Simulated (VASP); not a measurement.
Given:

```xyz
2
Lattice="0.0000 1.9902 1.9902 1.9902 0.0000 1.9902 1.9902 1.9902 0.0000" Properties=species:S:1:pos:R:3 pbc="T T T"
Li     1.9902     1.9902     0.0000
H      1.9902     1.9902     1.9902
```

All values below come from PBEsol GGA, VASP's PBE PAW potentials (set 64) (plane waves; VASP 6.6.1). Run with 520 eV cut-off, 13×13×13 Γ-centred mesh, tetrahedra with Blöchl corrections, potentials Li_sv H.

Problem. Predict the energy per atom (σ→0).

Solution. 
```json
{
 "energy per atom (σ→0)": "-3.060 eV/atom"
}
```

The structure comes from a measured LiH entry (Fm-3m) of the Crystallography Open Database, whose conditions weren't checked. It was relaxed first, which changed the volume by -7 %.
